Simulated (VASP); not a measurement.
# CeTiAs2 (P4/nmm) in VASP: single point with r2SCAN

Aim: the single point of CeTiAs2 with r2SCAN.

All numbers are computed with VASP 6.6.1; they aren't measurements. Logs are shortened: lines on timing, memory, paths and dates and some standing lists are left out, and cuts for length are marked.

## (1) Starting point

Symmetry: P4/nmm, No. 129, tetragonal system. The conventional cell has a = 3.996 Å, b = 3.996 Å, c = 10.141 Å, α = 90.00°, β = 90.00°, γ = 90.00°. As (site symmetry 4mm) has 4 Ti at 2.56 Å as nearest neighbours. As (site symmetry -4m2) is surrounded by 4 As at 2.83 Å and 4 Ce at 3.14 Å. Around Ti (site symmetry -4m2) lie 4 As at 2.56 Å and 4 Ti at 2.83 Å. Ce (site symmetry 4mm) has 8 As at 3.01 to 3.14 Å and 4 Ti at 3.32 Å as nearest neighbours.

The cell was built by a generator and needn't be a form met in nature.

## (2) Single point, r2SCAN

POSCAR reads:

```
CeTiAs2
1.0
    3.9964659300      0.0000000000      0.0000000000
    0.0000000000      3.9964659300      0.0000000000
    0.0000000000      0.0000000000     10.1406355700
As Ti Ce
4 2 2
Direct
    0.2500000000      0.2500000000      0.6581000000
    0.7500000000      0.7500000000      0.3419000000
    0.7500000000      0.2500000000      0.0000000000
    0.2500000000      0.7500000000      0.0000000000
    0.7500000000      0.2500000000      0.5000000000
    0.2500000000      0.7500000000      0.5000000000
    0.2500000000      0.2500000000      0.2384400000
    0.7500000000      0.7500000000      0.7615600000
```

INCAR.step1 reads:

```
SYSTEM = CeTiAs2
  ALGO = Normal
  EDIFF = 1E-4
  ENCUT = 520
  GGA = PE
  ISMEAR = 1
  LASPH = .TRUE.
  LCHARG = .FALSE.
  LREAL = .FALSE.
  LWAVE = .TRUE.
  NBANDS = 44
  NELM = 100
  PREC = Accurate
  SIGMA = 0.0138
```

INCAR.step2 reads:

```
SYSTEM = CeTiAs2
  ALGO = Normal
  EDIFF = 1E-6
  ENCUT = 520
  ISIF = 2
  ISMEAR = 1
  ISTART = 1
  LASPH = .TRUE.
  LCHARG = .FALSE.
  LMIXTAU = .TRUE.
  LREAL = .FALSE.
  LWAVE = .FALSE.
  METAGGA = R2SCAN
  NBANDS = 44
  NELM = 100
  PREC = Accurate
  SIGMA = 0.0138
```

KPOINTS reads:

```
k-points
0
G
  6 6 3
  0 0 0
```

Potentials or basis: VASP PAW PBE potentials, release 64 (As, Ti_sv, Ce).

Launch:

```console
cat potpaw_PBE.64/As/POTCAR potpaw_PBE.64/Ti_sv/POTCAR potpaw_PBE.64/Ce/POTCAR > POTCAR
cp INCAR.step1 INCAR
mpirun -np 1 vasp_std > vasp.out
cp INCAR.step2 INCAR
mpirun -np 1 vasp_std > vasp.out
```

OUTCAR:

```text
SYSTEM = CeTiAs2
   EDIFF = 1E-6
   ENCUT = 520
   ISIF = 2
   ISMEAR = 1
   ISTART = 1
   LASPH = .TRUE.
   LREAL = .FALSE.
   METAGGA = R2SCAN
   NELM = 100
   PREC = Accurate

 ion  position               nearest neighbor table
   1  0.250  0.250  0.658-   5 2.56   6 2.56   6 2.56   5 2.56   8 3.01   8 3.01   8 3.01   8 3.01

   2  0.750  0.750  0.342-   5 2.56   6 2.56   5 2.56   6 2.56   7 3.01   7 3.01   7 3.01   7 3.01

   3  0.750  0.250  0.000-   4 2.83   4 2.83   4 2.83   4 2.83
   4  0.250  0.750  0.000-   3 2.83   3 2.83   3 2.83   3 2.83
   5  0.750  0.250  0.500-   1 2.56   2 2.56   2 2.56   1 2.56   6 2.83   6 2.83   6 2.83   6 2.83

   6  0.250  0.750  0.500-   1 2.56   2 2.56   1 2.56   2 2.56   5 2.83   5 2.83   5 2.83   5 2.83

   7  0.250  0.250  0.238-   2 3.01   2 3.01   2 3.01   2 3.01
   8  0.750  0.750  0.762-   1 3.01   1 3.01   1 3.01   1 3.01

  LATTYP: Found a simple tetragonal cell.
 ALAT       =     3.9964659300
 C/A-ratio  =     2.5374007304

  Lattice vectors:

 A1 = (   3.9964659300,   0.0000000000,   0.0000000000)
 A2 = (   0.0000000000,   3.9964659300,   0.0000000000)
 A3 = (   0.0000000000,   0.0000000000,  10.1406355700)

Analysis of symmetry for initial positions (statically):
=====================================================================
 Subroutine PRICEL returns:
 Original cell was already a primitive cell.

 Routine SETGRP: Setting up the symmetry group for a
 simple tetragonal supercell.

 Subroutine GETGRP returns: Found 16 space group operations
 (whereof  4 operations were pure point group operations)
 out of a pool of 16 trial point group operations.

The static configuration has the point symmetry C_2h.
 The point group associated with its full space group is D_4h.

Analysis of symmetry for dynamics (positions and initial velocities):
=====================================================================
 Subroutine PRICEL returns:
 Original cell was already a primitive cell.

 Routine SETGRP: Setting up the symmetry group for a
 simple tetragonal supercell.

 Subroutine GETGRP returns: Found 16 space group operations
 (whereof  4 operations were pure point group operations)
 out of a pool of 16 trial point group operations.

The dynamic configuration has the point symmetry C_2h.
 The point group associated with its full space group is D_4h.

 Subroutine INISYM returns: Found 16 space group operations
 (whereof  4 operations are pure point group operations),
 and found     1 'primitive' translations
[... 108 lines left out ...]
   ISIF   =      2    stress and relaxation
   ISYM   =      2    0-nonsym 1-usesym 2-fastsym
   POTIM  = 0.5000    time-step for ionic-motion
   TEBEG  =    0.0;   TEEND  =   0.0 temperature during run
   PSTRESS=    0.0 pullay stress
   NELECT =      68.0000    total number of electrons
   NUPDOWN=      -1.0000    fix difference up-down
   EMIN   =  10.00;   EMAX   =-10.00  energy-range for DOS
   EFERMI =   0.00;   METHOD = LEGACY
   ISMEAR =     1;   SIGMA  =   0.01  broadening in eV -4-tet -1-fermi 0-gaus
   EFERMI_NEDOS =   21; number of points for ismear=-14 and -15
   IALGO  =     38    algorithm
   IMIX   =      4    mixing-type and parameters
     AMIX     =   0.40;   BMIX     =  1.00
     AMIX_MAG =   1.60;   BMIX_MAG =  1.00
  volume/ion in A,a.u.               =      20.25       136.62
  Fermi-wavevector in a.u.,A,eV,Ry     =   1.225854  2.316528 20.445712  1.502717
  Thomas-Fermi vector in A             =   2.360876
   LORBIT       =      0    0 simple, 1 ext, 2 COOP (PROOUT), +10 PAW based schemes
   METAGGA = R2SCAN    functional components
   LHFCALC =     F    Hartree Fock is set to
   AEXX    =    0.0000 exact exchange contribution
   IVDW    =     0    specifies the selected vdW correction
   LEPSILON=     F    determine dielectric tensor
   LRPA    =     F    only Hartree local field effects (RPA)
 non-spin polarized calculation
 Methfessel and Paxton  Order N= 1 SIGMA  =   0.01
  energy-cutoff  :      520.00
  volume of cell :      161.96
 maximum number of plane-waves:      4418
 NGX is ok and might be reduce to    30
   NGX = 15   NGY = 15   NGZ = 37

 number of electron      67.9999994 magnetization

 Free energy of the ion-electron system (eV)
  ---------------------------------------------------
  ext. energy  EPLUGINS =         0.00000000
  ---------------------------------------------------
  free energy    TOTEN  =      -154.56284054 eV

  energy without entropy =     -154.56291019  energy(sigma->0) =     -154.56286376

 E-fermi :   7.7659     XC(G=0): -11.6487

 val. band max:        7.7592111359   @ k =   0.3333   0.3333   0.3333
 cond. band min:       7.7710296374   @ k =   0.3333   0.0000   0.3333
 fundamental gap:      0.0118185015
 Fermi energy:         7.7659405518

 k-point     1 :       0.0000    0.0000    0.0000
  band No.  band energies     occupation
      1     -51.0771      2.00000
      2     -50.9525      2.00000
      3     -28.1590      2.00000
      4     -28.1523      2.00000
      5     -26.4678      2.00000
      6     -26.4678      2.00000
[... 929 lines left out ...]
     43       8.3096      0.00000
     44       8.3097      0.00000

------------------------ aborting loop because EDIFF is reached ----------------------------------------

  FORCE on cell =-STRESS in cart. coord.  units (eV):
  Direction    XX          YY          ZZ          XY          YZ          ZX
  --------------------------------------------------------------------------------------
  -------------------------------------------------------------------------------------
  Total        2.4986142      2.4986142      8.6449300      0.0000000      0.0000000      0.0000000
  in kB       24.7168080     24.7168080     85.5174332      0.0000000      0.0000000      0.0000000
  external PRESSURE =      44.9836830 kB  Pullay stress =       0.0000000 kB

 VOLUME and BASIS-vectors are now :
 -----------------------------------------------------------------------------
  energy-cutoff  :      520.00
  volume of cell :      161.96
      direct lattice vectors                 reciprocal lattice vectors
     3.996465930  0.000000000  0.000000000     0.250221075  0.000000000  0.000000000
     0.000000000  3.996465930  0.000000000     0.000000000  0.250221075  0.000000000
     0.000000000  0.000000000 10.140635570     0.000000000  0.000000000  0.098613148

 POSITION                                       TOTAL-FORCE (eV/Angst)
 -----------------------------------------------------------------------------------
      0.99912      0.99912      6.67355        -0.000000     -0.000000      0.936919
      2.99735      2.99735      3.46708        -0.000000     -0.000000     -0.936919
      2.99735      0.99912      0.00000        -0.000000     -0.000000      0.000000
      0.99912      2.99735      0.00000        -0.000000      0.000000      0.000000
      2.99735      0.99912      5.07032         0.000000      0.000000      0.000000
      0.99912      2.99735      5.07032         0.000000      0.000000      0.000000
      0.99912      0.99912      2.41793        -0.000000     -0.000000     -1.992007
      2.99735      2.99735      7.72270         0.000000      0.000000      1.992007
 -----------------------------------------------------------------------------------
    total drift:                               -0.000000      0.000000      0.000000

  FREE ENERGIE OF THE ION-ELECTRON SYSTEM (eV)
  ---------------------------------------------------
  free  energy   TOTEN  =      -154.5628405404 eV

  energy  without entropy=     -154.5629101895  energy(sigma->0) =     -154.56286376
```

OUTCAR.step1:

```text
SYSTEM = CeTiAs2
   EDIFF = 1E-4
   ENCUT = 520
   GGA = PE
   ISMEAR = 1
   LASPH = .TRUE.
   LREAL = .FALSE.
   NELM = 100
[... 1184 lines left out ...]
      0.99912      2.99735      5.07032        -0.000000     -0.000000      0.000000
      0.99912      0.99912      2.41793         0.000000      0.000000     -1.726412
      2.99735      2.99735      7.72270        -0.000000     -0.000000      1.726412
 -----------------------------------------------------------------------------------
    total drift:                               -0.000000      0.000000      0.000000

  FREE ENERGIE OF THE ION-ELECTRON SYSTEM (eV)
  ---------------------------------------------------
  free  energy   TOTEN  =       -53.5400710969 eV

  energy  without entropy=      -53.5399807907  energy(sigma->0) =      -53.54004099
```

OSZICAR.step1:

```text
N       E                     dE             d eps       ncg     rms          rms(c)
DAV:   1     0.744840929713E+03    0.74484E+03   -0.29638E+04  1760   0.178E+03
DAV:   2     0.944504331594E+02   -0.65039E+03   -0.62150E+03  1976   0.434E+02
DAV:   3    -0.400200040198E+02   -0.13447E+03   -0.12942E+03  2472   0.187E+02
DAV:   4    -0.555871305836E+02   -0.15567E+02   -0.15049E+02  2940   0.566E+01
DAV:   5    -0.570439884121E+02   -0.14569E+01   -0.14201E+01  3076   0.152E+01    0.191E+01
DAV:   6    -0.543948998813E+02    0.26491E+01   -0.34864E+01  2476   0.286E+01    0.825E+00
DAV:   7    -0.581990833966E+02   -0.38042E+01   -0.58665E+01  3024   0.254E+01    0.304E+01
DAV:   8    -0.542991808652E+02    0.38999E+01   -0.84643E+01  2896   0.293E+01    0.901E+00
DAV:   9    -0.540265493968E+02    0.27263E+00   -0.64261E+00  2900   0.889E+00    0.681E+00
DAV:  10    -0.536191265878E+02    0.40742E+00   -0.15343E+00  2864   0.436E+00    0.251E+00
DAV:  11    -0.535525045825E+02    0.66622E-01   -0.28813E-01  3216   0.231E+00    0.121E+00
DAV:  12    -0.535388715936E+02    0.13633E-01   -0.12666E-01  2944   0.127E+00    0.426E-01
DAV:  13    -0.535421524814E+02   -0.32809E-02   -0.30553E-02  3136   0.713E-01    0.524E-01
DAV:  14    -0.535402438668E+02    0.19086E-02   -0.22904E-02  3144   0.639E-01    0.155E-01
DAV:  15    -0.535401960565E+02    0.47810E-04   -0.34305E-03  2824   0.245E-01    0.133E-01
DAV:  16    -0.535400451526E+02    0.15090E-03   -0.87409E-04  2272   0.152E-01    0.541E-02
DAV:  17    -0.535400710969E+02   -0.25944E-04   -0.10273E-04  1576   0.611E-02
   1 F= -.53540071E+02 E0= -.53540041E+02  d E =-.903061E-04
```

It took 16 min on 1 thread of Intel Xeon Platinum 8488C (Sapphire Rapids), shared host; peak memory 0.38 GiB.

What came out:

| Quantity | Value |
| --- | --- |
| Free energy | -154.5628 eV |
| Pressure | 4.5 GPa |
| Largest force | 1.992 eV/Å |
| Band gap on the k mesh | none (metal or under the smearing width) |

Forces on the atoms (eV/Å):
```
As   0.000  0.000  0.937
As   0.000  0.000 -0.937
As   0.000  0.000  0.000
As   0.000  0.000  0.000
Ti   0.000  0.000  0.000
Ti   0.000  0.000  0.000
Ce   0.000  0.000 -1.992
Ce   0.000  0.000  1.992
```

Stress tensor (GPa, compression positive):
```
2.47 0.00 0.00
0.00 2.47 0.00
0.00 0.00 8.55
```

Caveat: the PAW data sets were made with another functional, which shifts forces and pressure a little; without U or exact exchange the open f shell lies at the Fermi level, which spoils levels, moments and volumes. Spin polarisation is off, so any magnetic state and its effect on volume and gap are missing.
